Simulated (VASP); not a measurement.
Level of theory: AM05 GGA, VASP's PBE PAW potentials (set 64) (plane waves; VASP 6.6.1).

VASP input:

File POSCAR:
```
CdF2
1.0
  0.0000000000   2.7124311145   2.7124311145
  2.7124311145   0.0000000000   2.7124311145
  2.7124311145   2.7124311145   0.0000000000
Cd F
1 2
Cartesian
  2.7124311145   0.0000000000   2.7124311145
  1.3562155573   1.3562155573   1.3562155573
  4.0686466718   4.0686466718   4.0686466718
```

### INCAR
```
ISMEAR = 0
LMAXMIX = 4
LWAVE = F
ENCUT = 520   ! plane-wave cut-off (eV)
SYSTEM = CdF2
LASPH = T   ! aspherical one-centre terms
EDIFF = 1E-6
SIGMA = 0.05
ISIF = 3   ! ions, shape and volume
EDIFFG = -0.02   ! ionic stop
PREC = Accurate
ALGO = Normal
LCHARG = F
NELM = 100   ! most electronic steps
LREAL = F   ! projection in real space or not
NSW = 60   ! most ionic steps
IBRION = 2
GGA = AM
```

File KPOINTS:
```
Automatic mesh
0
Gamma
6 6 6
0 0 0
```

POTCAR, in this order: Cd F (PBE.64 set). Program: vasp_std.

Question: What does the run give for the energy per atom (σ→0), volume per atom?

Answer: 
| Item | Result |
|---|---|
| energy per atom (σ→0) | -3.676 eV/atom |
| volume per atom | 13.25 Å³/atom |

### OSZICAR
```
...
DAV:   1    -0.110316423690E+02   -0.51377E-02   -0.10577E-01   547   0.395E+00    0.542E-01
DAV:   2    -0.110270568282E+02    0.45855E-02   -0.16973E-02   552   0.127E+00    0.120E-01
DAV:   3    -0.110267290512E+02    0.32778E-03   -0.79979E-04   545   0.560E-01    0.122E-01
DAV:   4    -0.110266847132E+02    0.44338E-04   -0.12180E-04   548   0.139E-01    0.839E-02
DAV:   5    -0.110266758833E+02    0.88299E-05   -0.27615E-05   573   0.686E-02    0.111E-02
DAV:   6    -0.110266745573E+02    0.13261E-05   -0.58325E-06   554   0.480E-02    0.196E-03
DAV:   7    -0.110266748242E+02   -0.26690E-06   -0.63432E-07   331   0.863E-03
   2 F= -.11026675E+02 E0= -.11026675E+02  d E =-.169768E-03
```

The compound is CdF2 in the fluorite structure. This run relaxes it. Symmetry was kept, so distortions that lower it aren't found. The start is the result of an earlier pass.
